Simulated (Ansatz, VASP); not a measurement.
**Ta (Ta(111) monolayer): VASP beside Ansatz**

Aim: how closely do two programs agree when they are given the same cell, functional and k mesh? The cell is taken from a series of runs on this material, whose earlier steps may have relaxed, scaled, displaced or heated it; both programs get it as it stands.

Main program and level: Ansatz 0.2.0; plane waves, with VASP 6.6.1 beside it; single point at PBE.

## 1. The structure

The cell holds 1 atom: 1 Ta. Its edges and angles: a = 4.681 Å, b = 4.681 Å, c = 18.000 Å, α = 90.0°, β = 90.0°, γ = 60.0°. Vacuum lies along c.

## 2. VASP: single point, PBE, pair 1

With cell and atoms fixed, the geometry can't cause a difference; cores, projectors, grids and the points listed under the comparison can.

Lines of VASP's logs that name or quote its potential files are left out, and so is its time.

INCAR

```
SYSTEM = Ta
PREC = Accurate
ENCUT = 400
EDIFF = 1E-06
NELM = 120
ISMEAR = -1
SIGMA = 0.1
LREAL = .FALSE.
ALGO = Normal
GGA = PE
NBANDS = 11
LASPH = .TRUE.
LORBIT = 11
LWAVE = .FALSE.
LCHARG = .FALSE.
ISIF = 2
LDIPOL = .TRUE.
IDIPOL = 3
DIPOL = 0.5 0.5 0.5
LVHAR = .TRUE.
GGA_COMPAT = .FALSE.
NELMDL = -8
KPAR = 2
```

POSCAR

```
Ta
1.0
    4.6810468915      0.0000000000      0.0000000000
    2.3405234457      4.0539055243      0.0000000000
    0.0000000000      0.0000000000     18.0000000000
Ta
1
Direct
    0.6666666667      0.6666666667      0.5000000000
```

KPOINTS

```
Automatic mesh
0
Gamma
10 10 1
0 0 0
```

The projector-augmented-wave data sets are Ta_pv (PBE family, release 64).

Started as:

```bash
> mpirun -np 2 vasp_std
```

Numbers of over 12 decimals in the logs are rounded to 6 here.

What it wrote:

```text
[banner, memory and clock lines left out]
running    2 mpi-ranks, on    1 nodes
 distrk:  each k-point on    1 cores,    2 groups
 distr:  one band on    1 cores,    1 groups

 POSCAR found type information on POSCAR Ta
 POSCAR found :  1 types and       1 ions
 LDA part: xc-table for (Slater+PW92), standard interpolation
 POSCAR, INCAR and KPOINTS ok, starting setup
 FFT: planning ... GRIDC
 FFT: planning ... GRID_SOFT
 FFT: planning ... GRID
 WAVECAR not read
 entering main loop
       N       E                     dE             d eps       ncg     rms          rms(c)
DAV:   1     0.139450158253E+02    0.13945E+02   -0.44805E+03   428   0.491E+02
DAV:   2    -0.197278226331E+01   -0.15918E+02   -0.15245E+02   449   0.850E+01
DAV:   3    -0.389733281650E+01   -0.19246E+01   -0.16802E+01   541   0.137E+01
DAV:   4    -0.406367820106E+01   -0.16635E+00   -0.14903E+00   381   0.302E+00
DAV:   5    -0.407460370297E+01   -0.10926E-01   -0.10238E-01   428   0.876E-01
DAV:   6    -0.407504270788E+01   -0.43900E-03   -0.43214E-03   409   0.159E-01
DAV:   7    -0.407505764069E+01   -0.14933E-04   -0.14917E-04   434   0.312E-02
DAV:   8    -0.407505801568E+01   -0.37499E-06   -0.37483E-06   431   0.424E-03    0.334E+00
DAV:   9    -0.348727591172E+01    0.58778E+00   -0.25456E+00   317   0.726E+00    0.115E+00
DAV:  10    -0.346541899450E+01    0.21857E-01   -0.13642E-01   389   0.127E+00    0.541E-01
DAV:  11    -0.346120556192E+01    0.42134E-02   -0.15328E-02   416   0.397E-01    0.345E-01
DAV:  12    -0.346065982498E+01    0.54574E-03   -0.28568E-03   414   0.303E-01    0.101E-01
DAV:  13    -0.346093141296E+01   -0.27159E-03   -0.33635E-04   379   0.890E-02    0.543E-02
DAV:  14    -0.346110118774E+01   -0.16977E-03   -0.98888E-05   341   0.506E-02    0.178E-02
DAV:  15    -0.346111364497E+01   -0.12457E-04   -0.67683E-06   436   0.135E-02    0.129E-02
DAV:  16    -0.346113467513E+01   -0.21030E-04   -0.32581E-06   316   0.665E-03    0.285E-03
DAV:  17    -0.346115509285E+01   -0.20418E-04   -0.21621E-06   346   0.515E-03    0.116E-03
DAV:  18    -0.346117217260E+01   -0.17080E-04   -0.36049E-06   332   0.506E-03    0.103E-03
DAV:  19    -0.346117312291E+01   -0.95031E-06   -0.16555E-07   210   0.156E-03
   1 F= -.34611731E+01 E0= -.32601655E+01  d E =-.402015E+00
```

Parts of OUTCAR (step 2):

```text
ion  position               nearest neighbor table
   1  0.667  0.667  0.500-

  LATTYP: Found a hexagonal cell.
 ALAT       =     4.6810468914
 C/A-ratio  =     3.8452936741

 Subroutine GETGRP returns: Found 24 space group operations
 (whereof 12 operations were pure point group operations)

The static configuration has the point symmetry D_3h.
 The point group associated with its full space group is D_6h.

 Found     14 irreducible k-points:

   k-points           NKPTS =     14   k-points in BZ     NKDIM =     14   number of bands    NBANDS=     11

   dimension x,y,z NGX =    32 NGY =   32 NGZ =  120
   dimension x,y,z NGXF=    64 NGYF=   64 NGZF=  240

   ENCUT  =  400.0 eV  29.40 Ry    5.42 a.u.   7.63  7.63 29.35*2*pi/ulx,y,z

   NELECT =      11.0000    total number of electrons

 k-points in reciprocal lattice and weights: Automatic mesh
   0.00000000  0.00000000  0.00000000       0.010
   0.10000000  0.00000000  0.00000000       0.060
   0.20000000  0.00000000  0.00000000       0.060
   0.30000000  0.00000000  0.00000000       0.060
   0.40000000  0.00000000  0.00000000       0.060
   0.50000000  0.00000000  0.00000000       0.030
   0.20000000  0.10000000  0.00000000       0.060
   0.30000000  0.10000000  0.00000000       0.120
   0.40000000  0.10000000  0.00000000       0.120
[...]
-0.40000000  0.20000000  0.00000000       0.060
  -0.40000000  0.30000000  0.00000000       0.060

 dipolmoment           0.000000      0.000000     -0.000000 electrons x Angstroem

 average (electrostatic) potential at core
       1 -47.9536

 E-fermi :  -3.4912

 k-point     1 :       0.0000    0.0000    0.0000
  band No.  band energies     occupation
    ...
      3     -39.3515      2.00000
      4      -6.2444      2.00000
      5      -3.5389      1.23418
      6      -3.4223      0.66860
      7      -3.4223      0.66860
      8      -3.0909      0.03587
      9      -3.0909      0.03587
     10      -1.8924      0.00000
     11       0.4432      0.00000

 k-point     2 :       0.1000    0.0000    0.0000
  band No.  band energies     occupation
    ...
      2     -39.3517      2.00000
      3     -39.3516      2.00000
      4      -6.1440      2.00000
      5      -3.5248      1.16672
      6      -3.4518      0.80574
      7      -3.3742      0.47393
      8      -3.1667      0.07506
      9      -3.1002      0.03928
     10      -1.7427      0.00000
     11       0.5239      0.00000

 k-point     3 :       0.2000    0.0000    0.0000
  band No.  band energies     occupation
    ...
      2     -39.3524      2.00000
      3     -39.3517      2.00000
      4      -5.8534      2.00000
      5      -3.5413      1.24549
      6      -3.4628      0.85889
      7      -3.3184      0.30181
      8      -3.2410      0.15149
      9      -3.1242      0.04970
     10      -1.3727      0.00000
     11       0.6942      0.00000

  Total       -3.0504499     -3.0504499     -0.0109382      0.0000000      0.0000000     -0.0000000
  in kB      -14.3082116    -14.3082116     -0.0513059      0.0000000      0.0000000     -0.0000000
  external PRESSURE =      -9.5559097 kB  Pullay stress =       0.0000000 kB

  energy-cutoff  :      400.00
  volume of cell :      341.58
      direct lattice vectors                 reciprocal lattice vectors
     4.681046892  0.000000000  0.000000000     0.213627426 -0.123337852  0.000000000
     2.340523446  4.053905524  0.000000000     0.000000000  0.246675704  0.000000000
     0.000000000  0.000000000 18.000000000     0.000000000  0.000000000  0.055555556

 POSITION                                       TOTAL-FORCE (eV/Angst)
 -----------------------------------------------------------------------------------
      4.68105      2.70260      9.00000         0.000000      0.000000      0.000000
 -----------------------------------------------------------------------------------
    total drift:                                0.000000      0.000000      0.000000

  FREE ENERGIE OF THE ION-ELECTRON SYSTEM (eV)
  ---------------------------------------------------
  free  energy   TOTEN  =        -3.4611731229 eV

  energy  without entropy=       -3.0591579083  energy(sigma->0) =       -3.26016552

 vacuum level on the upper side and lower side of the slab         0.747         0.747

 total charge
# of ion       s       p       d       tot
------------------------------------------
    1        0.489   5.918   1.998   8.404

[... 3 further parts left out ...]
```

## 3. Ansatz: single point, PBE, pair 1

Ansatz runs on its default PAW (the set named soft_2) files.

The same cell, functional, mesh and smearing now go to Ansatz, which takes its cutoff from its data sets.

input.yaml

```yaml
crystal:
  lattice:
    - [4.6810468915, 0.0, 0.0]
    - [2.3405234457, 4.0539055243, 0.0]
    - [0.0, 0.0, 18.0]
  atoms:
    - { symbol: Ta, position: [0.6666666667, 0.6666666667, 0.5] }
kpoints:
  mp_grid: { grid: [10, 10, 1] }
hamiltonian:
  xc: pbe
scf:
  occupations: { method: fermi_dirac, width: 0.1 }
  convergence: { dr2_threshold: 1.0e-09 }
efield:
  axis: 3
  dipole_correction: true
  ramp_position: 0.97
  ramp_width: 0.06
output:
  write_potential: true
  write_density: true
  volumetric_format: npy
  elf: true
```

Started as:

```bash
> ansatz run input.yaml --threads 2 --pin off --max-ram 3072MiB --backend cpu --events-out ev --progress --plain --runs-dir out
```

What it wrote:

```text
Engine: ansatz 0.2.0, aarch64-unknown-linux-gnu
Pseudopotentials: kind: paw
Pseudopotential: Ta, paw, valence charge 13, recommended cutoff 420 eV (normal), Ta.paw.azcp
Functional definition: PBE
  parameter kappa = 0.804
  parameter beta = 0.066725
  exchange = pbe_x(kappa = kappa, mu = beta*pi^2/3)
  correlation = pbe_c(beta = beta)
Crystal: 1 atoms, lattice volume = 341.577 Å³
Basis set: ecut = 420 eV, 6691 PW (Γ)
Bands: 11, of which v1, the nominal top of the filled ones, is band 7 counted from 1 (6 counted from 0)
Symmetry: 12 space group operations
k-points: 14 of 100
Non-local potential: Ta, projectors of the file, l = 0: 3, l = 1: 2, l = 2: 2, l = 3: 1
PAW form: soft (Blöchl's): semilocal exchange-correlation on the pseudo side does not see the compensation charge
PAW one-centre angular grid: Ta, 590 points (default); XC on 64 Gauss nodes
Initial density: superposition of atomic densities (neutral atoms: chi_scale 0, normalization atom), corrected by the library's trained network
Initial wavefunctions: pseudopotential atomic-orbital guess
Functional: x = pbe(κ = 0.804, μ = 0.219515), c = pbe(β = 0.066725)
SCF iter   1: F=—  HF=-9923.886784 eV  |F-HF|=—  |Δ(HF+E_count)|=         —  Δρ=2.61e-3  dr2=5.17e-2  ethr=1.77e-3  p=-0.000 e·Å  D=-1.60e-15 V/Å  ΔV_dip=0.00 eV  dr2_dipole=2.59e-10  V_vac-E_F(+/−)=4.14/4.14 eV  ⟨swp⟩=5.2  Hψ=877  notcnv=0
efield: sawtooth ramp at fractional position 0.9700 (set: `efield.ramp_position`, or a place that a band, a saddle search or an elastic batch's reference lends), width 0.0600; the density the first Hamiltonian is built on has a dipole p = -0.000 e·Å; the dipole correction subtracts the counter field D = -1.60e-15 V/Å, which shifts the + side's vacuum level by +0.00 eV against the − side's; the planar-averaged density in the ramp window peaks in size at 1.3e-5 e/Å³
preconditioner: auto → LDOS  [metal: Δε(μ)=0.023 eV  Ē_g=1.373 eV  σ=0.100 eV  W_gap=0.06  n_scr=14 (ndim 8)  ℏωp=4.5 eV  f_vac=0.707  D(μ)=13.52/eV (n_scr^D=92)  β→1.0]
SCF iter   2: F=—  HF=-9923.893529 eV  |F-HF|=—  |Δ(HF+E_count)|=   6.75e-3  Δρ=5.70e-3  dr2=1.06e-1  ethr=3.98e-4  p=-0.000 e·Å  D=-1.29e-6 V/Å  ΔV_dip=0.00 eV  dr2_dipole=7.55e-10  V_vac-E_F(+/−)=4.32/4.32 eV  ⟨swp⟩=2.9  Hψ=325  notcnv=0
SCF iter   3: F=—  HF=-9923.881565 eV  |F-HF|=—  |Δ(HF+E_count)|=   1.20e-2  Δρ=2.35e-3  dr2=1.95e-2  ethr=3.98e-4  p=-0.000 e·Å  D=-8.58e-7 V/Å  ΔV_dip=0.00 eV  dr2_dipole=3.63e-10  V_vac-E_F(+/−)=4.29/4.29 eV  ⟨swp⟩=1.0  Hψ=154  notcnv=0
SCF iter   4: F=—  HF=-9923.879147 eV  |F-HF|=—  |Δ(HF+E_count)|=   2.42e-3  Δρ=2.71e-4  dr2=8.23e-4  ethr=1.50e-4  p=0.000 e·Å  D=1.43e-6 V/Å  ΔV_dip=-0.00 eV  dr2_dipole=8.59e-10  V_vac-E_F(+/−)=4.30/4.30 eV  ⟨swp⟩=1.6  Hψ=172  notcnv=0
SCF iter   5: F=—  HF=-9923.879157 eV  |F-HF|=—  |Δ(HF+E_count)|=   1.03e-5  Δρ=8.15e-5  dr2=8.96e-5  ethr=6.33e-6  p=-0.000 e·Å  D=-2.26e-6 V/Å  ΔV_dip=0.00 eV  dr2_dipole=2.44e-9  V_vac-E_F(+/−)=4.26/4.26 eV  ⟨swp⟩=2.1  Hψ=208  notcnv=0
SCF iter   6: F=—  HF=-9923.879145 eV  |F-HF|=—  |Δ(HF+E_count)|=   1.14e-5  Δρ=5.38e-5  dr2=1.58e-5  ethr=6.89e-7  p=0.000 e·Å  D=3.41e-6 V/Å  ΔV_dip=-0.00 eV  dr2_dipole=4.99e-9  V_vac-E_F(+/−)=4.24/4.24 eV  ⟨swp⟩=1.0  Hψ=154  notcnv=0
SCF iter   7: F=—  HF=-9923.879144 eV  |F-HF|=—  |Δ(HF+E_count)|=   1.69e-6  Δρ=9.01e-6  dr2=2.89e-7  ethr=1.22e-7  p=-0.000 e·Å  D=-3.58e-6 V/Å  ΔV_dip=0.00 eV  dr2_dipole=6.59e-9  V_vac-E_F(+/−)=4.24/4.24 eV  ⟨swp⟩=2.1  Hψ=206  notcnv=0
SCF iter   8: F=—  HF=-9923.879147 eV  |F-HF|=—  |Δ(HF+E_count)|=   3.24e-6  Δρ=2.95e-6  dr2=4.72e-8  ethr=2.22e-9  p=0.000 e·Å  D=2.77e-6 V/Å  ΔV_dip=-0.00 eV  dr2_dipole=3.55e-9  V_vac-E_F(+/−)=4.24/4.24 eV  ⟨swp⟩=2.1  Hψ=259  notcnv=0
SCF iter   9: F=—  HF=-9923.879147 eV  |F-HF|=—  |Δ(HF+E_count)|=   2.57e-8  Δρ=7.57e-7  dr2=3.91e-9  ethr=3.63e-10  p=-0.000 e·Å  D=-7.88e-7 V/Å  ΔV_dip=0.00 eV  dr2_dipole=3.42e-10  V_vac-E_F(+/−)=4.24/4.24 eV  ⟨swp⟩=2.9  Hψ=293  notcnv=0
SCF iter  10: F=-9923.879147 eV  HF=-9923.879147 eV  |F-HF|=2.49e-10  |Δ(HF+E_count)|=   3.96e-9  Δρ=2.43e-7  dr2=2.31e-10  ethr=7.69e-12  p=0.000 e·Å  D=2.28e-9 V/Å  ΔV_dip=-0.00 eV  dr2_dipole=1.23e-12  V_vac-E_F(+/−)=4.24/4.24 eV  ⟨swp⟩=2.1  Hψ=317  notcnv=0
SCF 1 converged in 10 iterations: F = -9923.879147 eV  dr2 = 2.31e-10
  greatest PAW one-centre occupation: 0.999 electrons in one spin orbital (limit 2), on the Ta atom at site 0 (counted from 0), in its partial waves of l = 0
WARN: The output density's exchange-correlation potential varies sharply where the density is thin. Do not read a vacuum level from v_tot or v_xc, or from such a field of the output density. On a cell that repeats whose density bears no net charge and no dipole along the vacuum's axis use v_es (v_loc + v_h of the components); under efield.dipole_correction with no amplitude use v_es + v_field, which holds any externa [...]
SCF converged after 10 iterations
Free energy (F): -9923.879147 eV
Harris-Foulkes:  -9923.879147 eV  (|F-HF|=2.49e-10)
Internal energy: -9923.477903 eV  (E = F + TS)
E sigma→0 (E₀):  -9923.678525 eV
Entropy (-TS):   -0.401244 eV (-401.244 meV/atom)
Fermi energy:    -2.792909 eV
Dipole field:    D = 0.000001 V/Å  (p = 0.000002 e·Å, saw-weighted, corrected)
Work function:   Φ+ = 4.2363 eV   Φ− = 4.2364 eV
Levels:          The Fermi level and band energies are counted from a zero that moves with the ramp; work functions are not
--- Per-component energies (eV) ---
  E_band       = -393.477563
  E_kinetic    = 354.001019
  E_local      = -3141.874217  (includes V_loc(G=0)·N_el)
  E_nonlocal   = 14.189636
  E_hartree    = 1340.359942
  E_xc         = -209.139490
  E_vxc        = -191.457803  (∫ρ·V_xc dr)
  E_paw        = -8394.426038  (= ΣΔE_a)
  E_vpaw       = -109.056162  (= ΣTr[D̂ρ^β])
  E_aug_tail   = 0.000149  (compensation charges beyond the density's cutoff)
  E_efield     = 0.000000  (sawtooth field / dipole correction)
  E_vefield    = 0.000000  (∫n·V_field dr)
  E_ewald      = 113.411097
  E_smearing   = -0.401244  (= −TS)
  E_closure    = -0.000000  (closes the sum)
  Σ components = -9923.879147   (vs F -9923.879147, Δ=0.00e0)
--- Band table (eV; the first three rows and the last of 14) ---
  k-point 0: bands = [... 3 lower, -38.5948, -5.5482, -2.8405, -2.7240, -2.7240, -2.3908, -2.3908, -1.2001]
  k-point 1: bands = [... 3 lower, -38.5948, -5.4478, -2.8263, -2.7537, -2.6759, -2.4672, -2.4001, -1.0499]
  k-point 2: bands = [... 3 lower, -38.5950, -5.1569, -2.8434, -2.7643, -2.6196, -2.5422, -2.4242, -0.6793]
  k-point 13: bands = [... 3 lower, -38.5964, -3.6040, -2.8996, -2.7705, -2.7351, -2.6709, -2.3273, -0.5413]
```

## 4. Side by side

Known differences besides the potentials themselves: the data sets hold 13 valence electrons in Ansatz (on its default PAW (the set named soft_2) files) and 11 in VASP; the cutoff is 420 eV in Ansatz and 400 eV in VASP. Total energies have different zeros and are not compared.

Both answers:

| quantity | Ansatz | VASP | difference |
| --- | --- | --- | --- |
| work function, lower of the two faces (eV) | 4.24 | 4.24 | 0.00 |
| work function, higher of the two faces (eV) | 4.24 | 4.24 | 0.00 |

With vacuum in the cell, a pressure given here is an average over mostly empty space and none of the material.

## 5. Ansatz: single point, PBE, pair 2

With cell and atoms fixed, the geometry can't cause a difference; cores, projectors, grids and the points listed under the comparison can. This pair takes another cell of the material, with 2 atoms against 1 for the pair before.

The cell is taken from a series of runs on this material, whose earlier steps may have relaxed, scaled, displaced or heated it; both programs get it as it stands.

input.yaml, the sections that differ from step 3:

```yaml
crystal:
  lattice:
    - [4.6810468915, 0.0, 0.0]
    - [2.3405234457, 4.0539055243, 0.0]
    - [0.0, 0.0, 18.9555146955]
  atoms:
    - { symbol: Ta, position: [0.6666666667, 0.6666666667, 0.4747958652] }
    - { symbol: Ta, position: [0.0, 0.0, 0.5252041348] }
output:
  write_potential: true
  write_density: true
  volumetric_format: npy
# kpoints, hamiltonian, scf, efield: as in step 3
```

What it wrote:

```text
[...]
Crystal: 2 atoms, lattice volume = 359.710 Å³
Basis set: ecut = 420 eV, 7041 PW (Γ)
Bands: 17, of which v1, the nominal top of the filled ones, is band 13 counted from 1 (12 counted from 0)
Symmetry: 6 space group operations
k-points: 14 of 100 (time reversal used)
[...]
k-point 0: bands = [... 9 lower, -2.0153, -2.0153, -1.8396, -1.8396, -1.5753, -0.9861, -0.6641, 0.6179]
  k-point 1: bands = [... 9 lower, -2.1794, -2.0631, -1.9149, -1.6926, -1.3768, -0.9377, -0.6218, 0.4417]
  k-point 2: bands = [... 9 lower, -2.3922, -2.0619, -2.0238, -1.4273, -1.2704, -0.9052, -0.4250, 0.1919]
  k-point 13: bands = [... 9 lower, -2.8075, -2.6111, -1.8322, -1.8193, -1.4091, -0.8002, -0.0427, 0.1640]
[key lines of the parts left out:]
SCF converged after 9 iterations
Free energy (F): -19856.107871 eV
Fermi energy:    -1.464146 eV
Dipole field:    D = -0.000002 V/Å  (p = -0.000003 e·Å, saw-weighted, corrected)
Work function:   Φ+ = 3.8351 eV   Φ− = 3.8350 eV
```

## 6. VASP: single point, PBE, pair 2

The same cell, functional, mesh and smearing now go to VASP, with its own data sets.

INCAR, as its differences from that of step 2:

```diff
@@ -10,3 +10,3 @@
 GGA = PE
-NBANDS = 11
+NBANDS = 17
 LASPH = .TRUE.
```

POSCAR

```
Ta
1.0
    4.6810468915      0.0000000000      0.0000000000
    2.3405234457      4.0539055243      0.0000000000
    0.0000000000      0.0000000000     18.9555146955
Ta
2
Direct
    0.6666666666      0.6666666667      0.4747958652
    1.0000000000      0.0000000001      0.5252041348
```

KPOINTS is that of step 2.

Started as:

```bash
> mpirun -np 2 vasp_std
```

What it wrote:

```text
[banner, memory and clock lines left out]
running    2 mpi-ranks, on    1 nodes
[...]
LDA part: xc-table for (Slater+PW92), standard interpolation
 POSCAR, INCAR and KPOINTS ok, starting setup
[...]
entering main loop
       N       E                     dE             d eps       ncg     rms          rms(c)
DAV:   1     0.680172298900E+02    0.68017E+02   -0.99343E+03   684   0.741E+02
DAV:   2    -0.955473222967E+01   -0.77572E+02   -0.76734E+02   667   0.166E+02
DAV:   3    -0.162447957666E+02   -0.66901E+01   -0.64522E+01   651   0.336E+01
DAV:   4    -0.164788867349E+02   -0.23409E+00   -0.23018E+00   637   0.593E+00
[...]
DAV:  22    -0.152592363645E+02   -0.12817E-04   -0.61895E-07   462   0.223E-03    0.621E-04
DAV:  23    -0.152592466680E+02   -0.10303E-04   -0.95608E-07   458   0.326E-03    0.289E-04
DAV:  24    -0.152592471248E+02   -0.45683E-06   -0.60505E-08   386   0.902E-04
   1 F= -.15259247E+02 E0= -.15149170E+02  d E =-.220155E+00
```

Parts of OUTCAR (step 6):

```text
  Total       -8.6822371     -8.6822371     -0.3599960      0.0000000      0.0000000     -0.0000000
  in kB      -38.6714117    -38.6714117     -1.6034524      0.0000000      0.0000000     -0.0000000
  external PRESSURE =     -26.3154253 kB  Pullay stress =       0.0000000 kB

 POSITION                                       TOTAL-FORCE (eV/Angst)
 -----------------------------------------------------------------------------------
      4.68105      2.70260      9.00000        -0.000000     -0.000000      0.354402
      0.00000      0.00000      9.95551         0.000000      0.000000     -0.354402
 -----------------------------------------------------------------------------------
    total drift:                                0.000000     -0.000000     -0.000013

  FREE ENERGIE OF THE ION-ELECTRON SYSTEM (eV)
  ---------------------------------------------------
  free  energy   TOTEN  =       -15.2592471248 eV

  energy  without entropy=      -15.0390920755  energy(sigma->0) =      -15.14916960

[... 3 further parts left out ...]
[key lines of the parts left out:]
E-fermi :  -2.7882
```

## 7. Comparison

What differs besides the data sets and the points named for the pairs above, as far as they apply: the data sets hold 26 valence electrons in Ansatz (on its default PAW (the set named soft_2) files) and 22 in VASP. Total energies have different zeros and are not compared.

Both answers:

| quantity | Ansatz | VASP | difference |
| --- | --- | --- | --- |
| work function, lower of the two faces (eV) | 3.84 | 3.84 | 0.00 |
| work function, higher of the two faces (eV) | 3.84 | 3.84 | 0.00 |

With vacuum in the cell, a pressure given here is an average over mostly empty space and none of the material.

(Part 1 of 2 ends here.)

[Lines on the potential files, build, host, timing and source positions are cut from VASP's logs without a mark.]

[Logs are printed without paths, hosts, clocks, repeated set-up lines and the standing remarks that a program may print on its own settings, such as how far it seeks lower states.]

[Hosts, paths, dates, database ids (printed as entryN), source tags and the programs' standing remarks are cut or masked in the printed files.]
